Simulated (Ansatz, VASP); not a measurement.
Two plane-wave programs on SnPtAu3

```
Sn Pt Au
1.0
     4.76082    0.00000    0.00000
     0.00000    4.76082    0.00000
     0.00000    0.00000    4.76082
Sn Pt Au
1 1 3
Cartesian
  0.0000 0.0000 0.0000
  2.3804 2.3804 2.3804
  2.3804 2.3804 0.0000
  0.0000 2.3804 2.3804
  2.3804 0.0000 2.3804
```

Change from the starting cell: species swapped into the Ce3InC type (Pm-3m, No. 221).

Alike in both runs: task relaxation of cell and atoms; functional PBE; k mesh 4 × 4 × 4; occupations gaussian, width 0.1 eV; no spin polarisation.

|  | VASP | Ansatz |
| --- | --- | --- |
| version | VASP 6.6.1 | Ansatz 0.2.0 |
| potentials or method | VASP PAW PBE potentials, release 64 (Sn_d, Pt, Au) | scalar-relativistic, plane waves, PAW |
| plane-wave cutoff (eV) | 600 | 420 |
| valence electrons in the cell | 57 | 89 |

Ansatz gave:

* gap on the k mesh at the Fermi level, each at its own relaxed structure (eV): none
* relaxed volume (Å³/atom): 26.33
* relaxed cell length with the largest relative difference (Å): 5.087
* energy change over the relaxation (meV/atom): -296

Question: Which values does VASP return?

Answer: gap on the k mesh at the Fermi level, each at its own relaxed structure (eV): none; relaxed volume (Å³/atom): 26.33; relaxed cell length with the largest relative difference (Å): 5.087; energy change over the relaxation (meV/atom): -290.

A gap of «none» marks a metal or a gap that the smearing closes. The two sets of potentials don't hold the same shells in valence.

Caveats: the volume moved by over 15 % at a fixed basis, so the end points are rough (VASP). Spin-orbit coupling is left out, which matters for the levels of Au, Pt.
